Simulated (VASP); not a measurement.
# Cu (Copper) with LDA: from relaxation to properties, part 4 of 4

What structure does Cu (Copper) take at this level, and what are its properties? The start is a cell from a database of measured crystal structures.

VASP 6.6.1; LDA; plane waves and PAW (Cu).

Still holding for the runs below: This run has no spin polarisation. Its electron count is odd, so without a moment it is a metal by construction.

So far. Step 10 (Volume scan with LDA, volume scale 0.96): The run ends at a pressure of 8.48 GPa.

## Step 11: Volume scan with LDA, volume scale 0.98

INCAR reads:

```
SYSTEM = Cu
PREC = Accurate
ENCUT = 400
EDIFF = 1E-06
NELM = 100
ISMEAR = 1
SIGMA = 0.2
LREAL = .FALSE.
ALGO = Normal
GGA = CA
NBANDS = 11
LASPH = .TRUE.
LORBIT = 11
LWAVE = .FALSE.
LCHARG = .FALSE.
KPAR = 2
ISIF = 2
```

POSCAR reads:

```
Cu
1.0
    0.0000000000      1.7472667373      1.7472667373
    1.7472667373      0.0000000000      1.7472667373
    1.7472667373      1.7472667373      0.0000000000
Cu
1
Direct
    0.0000000000      0.0000000000      0.0000000000
```

KPOINTS reads:

```
Automatic mesh
0
Gamma
13 13 13
0 0 0
```

Potentials, in the order of the species: Cu (LDA family, release 64).

On the command line:

```sh
$ mpirun -np 2 vasp_std
```

The program printed:

```text
[... set-up lines as in an earlier step ...]
 entering main loop
       N       E                     dE             d eps       ncg     rms          rms(c)
DAV:   1     0.353496007373E+02    0.35350E+02   -0.46376E+03  2077   0.144E+03
DAV:   2    -0.495182274926E+01   -0.40301E+02   -0.37652E+02  1868   0.191E+02
DAV:   3    -0.572760719334E+01   -0.77578E+00   -0.77358E+00  2112   0.326E+01
DAV:   4    -0.573246825081E+01   -0.48611E-02   -0.48605E-02  2077   0.221E+00
[...]
DAV:  10    -0.470783025098E+01   -0.11990E-04   -0.22322E-05  1973   0.648E-02    0.449E-03
DAV:  11    -0.470783218565E+01   -0.19347E-05   -0.59759E-07  1368   0.103E-02    0.369E-04
DAV:  12    -0.470783219182E+01   -0.61707E-08   -0.61709E-08  1032   0.308E-03
   1 F= -.47078322E+01 E0= -.47077316E+01  d E =-.301669E-03
```

Wall time 4.6 s (2 MPI ranks of AMD EPYC 7R43, shared host); peak memory 0.16 GiB; 7.8 s of CPU time.

Parts of OUTCAR (step 11):

```text
  Total        0.2641263      0.2641263      0.2641263      0.0000000     -0.0000000     -0.0000000
  in kB       39.6656587     39.6656587     39.6656587      0.0000000     -0.0000000     -0.0000000
  external PRESSURE =      39.6656587 kB  Pullay stress =       0.0000000 kB

 POSITION                                       TOTAL-FORCE (eV/Angst)
 -----------------------------------------------------------------------------------
      0.00000      0.00000      0.00000         0.000000     -0.000000     -0.000000
 -----------------------------------------------------------------------------------
    total drift:                                0.000000      0.000000      0.000000

  FREE ENERGIE OF THE ION-ELECTRON SYSTEM (eV)
  ---------------------------------------------------
  free  energy   TOTEN  =        -4.7078321918 eV

  energy  without entropy=       -4.7075305226  energy(sigma->0) =       -4.70773164

[... 1 part as in an earlier step ...]

[... 2 further parts left out ...]
[key lines of the parts left out:]
E-fermi :   8.8871
```

The pressure falls from 8.48 to 3.97 GPa.

The run ends at a pressure of 3.97 GPa.

## Step 12: Volume scan with LDA, volume scale 1

INCAR is that of step 11.

POSCAR reads:

```
Cu
1.0
    0.0000000000      1.7590729518      1.7590729518
    1.7590729518      0.0000000000      1.7590729518
    1.7590729518      1.7590729518      0.0000000000
Cu
1
Direct
    0.0000000000      0.0000000000      0.0000000000
```

KPOINTS is that of step 11.

On the command line:

```sh
$ mpirun -np 2 vasp_std
```

The program printed:

```text
[... set-up lines as in an earlier step ...]
 entering main loop
       N       E                     dE             d eps       ncg     rms          rms(c)
[... 12 cycles as in an earlier step ...]
   1 F= -.47116048E+01 E0= -.47115217E+01  d E =-.249184E-03
```

It took 6.4 s on 2 MPI ranks; peak memory 0.16 GiB.

From OUTCAR (step 12):

```text
[... 6 parts as in an earlier step ...]

[... 1 further part left out ...]
[key lines of the parts left out:]
E-fermi :   8.6032
```

The pressure falls from 3.97 to -0.05 GPa, so it vanishes between these two volumes.

## Step 13: Volume scan with LDA, volume scale 1.02

INCAR is that of step 12.

POSCAR reads:

```
Cu
1.0
    0.0000000000      1.7707227811      1.7707227811
    1.7707227811      0.0000000000      1.7707227811
    1.7707227811      1.7707227811      0.0000000000
Cu
1
Direct
    0.0000000000      0.0000000000      0.0000000000
```

KPOINTS is that of step 12.

On the command line:

```sh
$ mpirun -np 2 vasp_std
```

The program printed:

```text
[... set-up lines as in an earlier step ...]
 entering main loop
       N       E                     dE             d eps       ncg     rms          rms(c)
DAV:   1     0.341613591775E+02    0.34161E+02   -0.47573E+03  2075   0.143E+03
DAV:   2    -0.498557994935E+01   -0.39147E+02   -0.36442E+02  1893   0.184E+02
DAV:   3    -0.571856226422E+01   -0.73298E+00   -0.73090E+00  2145   0.320E+01
DAV:   4    -0.572313583008E+01   -0.45736E-02   -0.45732E-02  2058   0.212E+00
[...]
DAV:  10    -0.471023727665E+01   -0.11268E-04   -0.26123E-05  2256   0.757E-02    0.446E-03
DAV:  11    -0.471023931641E+01   -0.20398E-05   -0.70525E-07  1339   0.100E-02    0.420E-04
DAV:  12    -0.471023932268E+01   -0.62716E-08   -0.77219E-08  1044   0.365E-03
   1 F= -.47102393E+01 E0= -.47101678E+01  d E =-.214445E-03
```

It took 7.4 s on 2 MPI ranks; peak memory 0.15 GiB.

From OUTCAR (step 13):

```text
  Total       -0.2503432     -0.2503432     -0.2503432      0.0000000      0.0000000      0.0000000
  in kB      -36.1214105    -36.1214105    -36.1214105      0.0000000      0.0000000      0.0000000
  external PRESSURE =     -36.1214105 kB  Pullay stress =       0.0000000 kB

 POSITION                                       TOTAL-FORCE (eV/Angst)
 -----------------------------------------------------------------------------------
      0.00000      0.00000      0.00000        -0.000000      0.000000      0.000000
 -----------------------------------------------------------------------------------
    total drift:                               -0.000000      0.000000      0.000000

  FREE ENERGIE OF THE ION-ELECTRON SYSTEM (eV)
  ---------------------------------------------------
  free  energy   TOTEN  =        -4.7102393227 eV

  energy  without entropy=       -4.7100248779  energy(sigma->0) =       -4.71016784

[... 1 part as in an earlier step ...]

[... 2 further parts left out ...]
[key lines of the parts left out:]
E-fermi :   8.3305
```

The pressure falls from -0.05 to -3.61 GPa.

The run ends at a pressure of -3.61 GPa.

## Step 14: Volume scan with LDA, volume scale 1.04

INCAR is that of step 13.

POSCAR reads:

```
Cu
1.0
    0.0000000000      1.7822213031      1.7822213031
    1.7822213031      0.0000000000      1.7822213031
    1.7822213031      1.7822213031      0.0000000000
Cu
1
Direct
    0.0000000000      0.0000000000      0.0000000000
```

KPOINTS is that of step 13.

On the command line:

```sh
$ mpirun -np 2 vasp_std
```

The program printed:

```text
[... set-up lines as in an earlier step ...]
 entering main loop
       N       E                     dE             d eps       ncg     rms          rms(c)
DAV:   1     0.340398496426E+02    0.34040E+02   -0.46769E+03  2031   0.143E+03
DAV:   2    -0.493080060279E+01   -0.38971E+02   -0.35936E+02  1878   0.185E+02
DAV:   3    -0.570544510366E+01   -0.77464E+00   -0.77262E+00  2160   0.325E+01
DAV:   4    -0.571031217919E+01   -0.48671E-02   -0.48666E-02  2083   0.219E+00
[...]
DAV:  10    -0.470433399738E+01   -0.10748E-04   -0.28507E-05  2493   0.820E-02    0.451E-03
DAV:  11    -0.470433612363E+01   -0.21262E-05   -0.69901E-07  1315   0.957E-03    0.440E-04
DAV:  12    -0.470433612713E+01   -0.35009E-08   -0.66210E-08  1047   0.354E-03
   1 F= -.47043361E+01 E0= -.47042733E+01  d E =-.188498E-03
```

The job ended after 5.6 s (2 MPI ranks; peak memory 0.16 GiB).

OUTCAR, selected parts (step 14):

```text
  Total       -0.4781088     -0.4781088     -0.4781088      0.0000000      0.0000000      0.0000000
  in kB      -67.6585081    -67.6585081    -67.6585081      0.0000000      0.0000000      0.0000000
  external PRESSURE =     -67.6585081 kB  Pullay stress =       0.0000000 kB

  FREE ENERGIE OF THE ION-ELECTRON SYSTEM (eV)
  ---------------------------------------------------
  free  energy   TOTEN  =        -4.7043361271 eV

  energy  without entropy=       -4.7041476287  energy(sigma->0) =       -4.70427329

[... 2 parts as in an earlier step ...]

[... 2 further parts left out ...]
[key lines of the parts left out:]
E-fermi :   8.0681
```

The pressure falls from -3.61 to -6.77 GPa.

The run ends at a pressure of -6.77 GPa.

## Step 15: Volume scan with LDA, volume scale 1.06

A prediction first. A parabola through the 6 pressures of evenly scaled cells so far, P = -0.06 -189.9 t +495 t² GPa with t = ln(V/V₁) and V₁ the volume at scale 1, gives -9.45 GPa at t = +0.0583.

INCAR is that of step 14.

POSCAR reads:

```
Cu
1.0
    0.0000000000      1.7935733372      1.7935733372
    1.7935733372      0.0000000000      1.7935733372
    1.7935733372      1.7935733372      0.0000000000
Cu
1
Direct
    0.0000000000      0.0000000000      0.0000000000
```

KPOINTS is that of step 14.

On the command line:

```sh
$ mpirun -np 2 vasp_std
```

The program printed:

```text
[... set-up lines as in an earlier step ...]
 entering main loop
       N       E                     dE             d eps       ncg     rms          rms(c)
DAV:   1     0.367302162329E+02    0.36730E+02   -0.46370E+03  1990   0.142E+03
DAV:   2    -0.478845966725E+01   -0.41519E+02   -0.38907E+02  1896   0.189E+02
DAV:   3    -0.568691037134E+01   -0.89845E+00   -0.89531E+00  2153   0.352E+01
DAV:   4    -0.569271411871E+01   -0.58037E-02   -0.58020E-02  2055   0.246E+00
[...]
DAV:  10    -0.469433353991E+01   -0.10199E-04   -0.29583E-05  2604   0.856E-02    0.458E-03
DAV:  11    -0.469433573609E+01   -0.21962E-05   -0.68584E-07  1318   0.921E-03    0.505E-04
DAV:  12    -0.469433573830E+01   -0.22126E-08   -0.54804E-08  1038   0.360E-03
   1 F= -.46943357E+01 E0= -.46942815E+01  d E =-.162589E-03
```

The job ended after 8 s (2 MPI ranks; peak memory 0.17 GiB).

OUTCAR, selected parts (step 15):

```text
  Total       -0.6881673     -0.6881673     -0.6881673      0.0000000     -0.0000000      0.0000000
  in kB      -95.5470383    -95.5470383    -95.5470383      0.0000000     -0.0000000      0.0000000
  external PRESSURE =     -95.5470383 kB  Pullay stress =       0.0000000 kB

 POSITION                                       TOTAL-FORCE (eV/Angst)
 -----------------------------------------------------------------------------------
      0.00000      0.00000      0.00000         0.000000      0.000000      0.000000
 -----------------------------------------------------------------------------------
    total drift:                                0.000000     -0.000000      0.000000

  FREE ENERGIE OF THE ION-ELECTRON SYSTEM (eV)
  ---------------------------------------------------
  free  energy   TOTEN  =        -4.6943357383 eV

  energy  without entropy=       -4.6941731495  energy(sigma->0) =       -4.69428154

[... 1 part as in an earlier step ...]

[... 2 further parts left out ...]
[key lines of the parts left out:]
E-fermi :   7.8155
```

The pressure falls from -6.77 to -9.55 GPa. The parabola predicted -9.45 GPa, +0.11 GPa off.

## Step 16: Side by side

Times are for 2 MPI ranks of AMD EPYC 7R43, shared host. The runs compared:

| no. | volume scale | energy above the lowest point (meV/atom) | pressure (GPa) | time | memory (GiB) |
| --- | --- | --- | --- | --- | --- |
| 1 | 0.94 | 29.59 | 13.60 | 6.6 s | 0.15 |
| 2 | 0.96 | 13.38 | 8.484 | 5.6 s | 0.15 |
| 3 | 0.98 | 3.79 | 3.967 | 4.6 s | 0.16 |
| 4 | 1 | 0 | -0.05098 | 6.4 s | 0.16 |
| 5 | 1.02 | 1.35 | -3.612 | 7.4 s | 0.15 |
| 6 | 1.04 | 7.25 | -6.766 | 5.6 s | 0.16 |
| 7 | 1.06 | 17.24 | -9.555 | 8 s | 0.17 |

## Step 17: Fit for LDA

This step: Birch-Murnaghan fit, LDA; plane waves and PAW (VASP 6.6.1).

This step runs nothing: it gathers the runs above.

This step gave:

* pressure derivative of the bulk modulus: 5.095
* r.m.s. error of the fit: 1.19e-5 eV/atom
* minimum inside the sampled range: yes
* bulk modulus: 185.2 GPa
* equilibrium volume of the fit: 10.93 Å³/atom

Table of energy above the fitted minimum by volume:

| volume (Å³/atom) | energy above the fitted minimum (eV/atom) |
| --- | --- |
| 10.233 | 0.0297 |
| 10.451 | 0.0135 |
| 10.669 | 0.00392 |
| 10.886 | 1.3e-4 |
| 11.104 | 0.00149 |
| 11.322 | 0.00738 |
| 11.540 | 0.0174 |

The fitted volume lies +0.44 % from the relaxed one. At a finite cutoff and mesh the minimum of the energy and the zero of the stress don't quite coincide, and the relaxation stops at a threshold.

## Step 18: Total energy, forces and stress (LDA), changed input

This step: LDA; plane waves and PAW (Cu) (VASP 6.6.1).

A single point gives energy, forces and stress at these settings. Some settings are moved from the usual, to see what they do.

INCAR is that of step 15.

POSCAR reads:

```
Cu
1.0
    0.0000000000      1.7590729518      1.7590729518
    1.7590729518      0.0000000000      1.7590729518
    1.7590729518      1.7590729518      0.0000000000
Cu
1
Direct
    0.0000000000      0.0000000000      0.0000000000
```

KPOINTS reads:

```
Automatic mesh
0
Gamma
16 16 16
0 0 0
```

On the command line:

```sh
$ mpirun -np 2 vasp_std
```

The program printed:

```text
[... set-up lines as in an earlier step ...]
 entering main loop
       N       E                     dE             d eps       ncg     rms          rms(c)
DAV:   1     0.349949273038E+02    0.34995E+02   -0.47073E+03  3552   0.145E+03
DAV:   2    -0.488623298996E+01   -0.39881E+02   -0.37181E+02  3265   0.187E+02
DAV:   3    -0.571935425755E+01   -0.83312E+00   -0.82975E+00  3627   0.338E+01
DAV:   4    -0.572462708978E+01   -0.52728E-02   -0.52721E-02  3631   0.233E+00
DAV:   5    -0.572468140365E+01   -0.54314E-04   -0.54314E-04  3638   0.236E-01    0.803E+00
DAV:   6    -0.508330173898E+01    0.64138E+00   -0.15471E+01  3707   0.822E+01    0.373E+00
DAV:   7    -0.472760420440E+01    0.35570E+00   -0.23134E+00  3687   0.317E+01    0.634E-01
DAV:   8    -0.471160574759E+01    0.15998E-01   -0.59613E-03  3777   0.102E+00    0.290E-01
DAV:   9    -0.470998014655E+01    0.16256E-02   -0.77923E-03  3778   0.162E+00    0.161E-02
DAV:  10    -0.470999127519E+01   -0.11129E-04   -0.28337E-05  4143   0.851E-02    0.463E-03
DAV:  11    -0.470999308787E+01   -0.18127E-05   -0.55789E-07  2269   0.121E-02    0.390E-04
DAV:  12    -0.470999309215E+01   -0.42771E-08   -0.47767E-08  1766   0.247E-03
   1 F= -.47099931E+01 E0= -.47100461E+01  d E =0.159085E-03
```

Elapsed: 7.2 s, on 2 MPI ranks; peak memory 0.16 GiB; 13 s of CPU time.

From OUTCAR (step 18):

```text
   k-points           NKPTS =    145   k-points in BZ     NKDIM =    145   number of bands    NBANDS=     11

   NELECT =      11.0000    total number of electrons

 E-fermi :   8.3767

 k-point     1 :       0.0000    0.0000    0.0000
  band No.  band energies     occupation
    ...
      2       5.0763      2.00000
      3       5.0763      2.00000
      4       5.0763      2.00000
      5       6.0264      2.00000
      6       6.0264      2.00000
      7      31.7277      0.00000
      8      34.8475      0.00000
      9      34.8475      0.00000
     10      34.8475      0.00000
     11      37.4677      0.00000

  Total        0.0149473      0.0149473      0.0149473      0.0000000      0.0000000      0.0000000
  in kB        2.1998488      2.1998488      2.1998488      0.0000000      0.0000000      0.0000000
  external PRESSURE =       2.1998488 kB  Pullay stress =       0.0000000 kB

 POSITION                                       TOTAL-FORCE (eV/Angst)
 -----------------------------------------------------------------------------------
      0.00000      0.00000      0.00000         0.000000     -0.000000      0.000000
 -----------------------------------------------------------------------------------
    total drift:                               -0.000000      0.000000      0.000000

  FREE ENERGIE OF THE ION-ELECTRON SYSTEM (eV)
  ---------------------------------------------------
  free  energy   TOTEN  =        -4.7099930921 eV

  energy  without entropy=       -4.7101521775  energy(sigma->0) =       -4.71004612

[... 6 parts as in an earlier step ...]

[... 10 further parts left out ...]
```

The mesh holds 145 irreducible points against 84.

Numbers from this step:

| Property | Result |
| --- | --- |
| irreducible k-points | 145 |
| free energy (TOTEN) | -4.710 eV |
| energy at zero smearing | -4.710 eV |
| Fermi energy | 8.377 eV |
| pressure | 0.2200 GPa |

Against the sound run “volume scan with LDA”, the energy at zero smearing moves by +1.5 meV an atom, the pressure by +0.27 GPa and the Fermi level by -0.23 eV.

## Step 19: Outcome

```yaml
relaxed_volume: 10.89 Å³/atom
relaxed_conventional_cell_a_b_c: 3.518, 3.518, 3.518 Å
space_group_after_relaxing_within_0p02_a: Fm-3m (No. 225)
band_gap: none, a metal
dos_at_the_fermi_level: 0.294 states/eV/cell
bulk_modulus_from_the_fit: 185 GPa
volume_from_the_fit: 10.9 Å³/atom
```

What this shows: With LDA, Cu (Copper) relaxes to 10.89 Å³/atom in space group Fm-3m (held by the symmetry of the run), comes out as a metal and has a bulk modulus of 185 GPa. Against the listed cell the volume lies -7.8 %. Bands along the symmetry lines (LDA): Of the bands kept, 1 crosses the Fermi level on this path. No search among competing phases was made. All values are for a static lattice at zero temperature.

[Lines on the potential files, build, host, timing and source positions are cut from VASP's logs without a mark.]

[Logs are printed without paths, hosts, clocks, repeated set-up lines and the standing remarks that a program may print on its own settings, such as how far it seeks lower states.]

[Hosts, paths, dates, database ids (printed as entryN), source tags and the programs' standing remarks are cut or masked in the printed files.]

[A measured line is paired with the nearest computed mode of its activity, which favours agreement.]
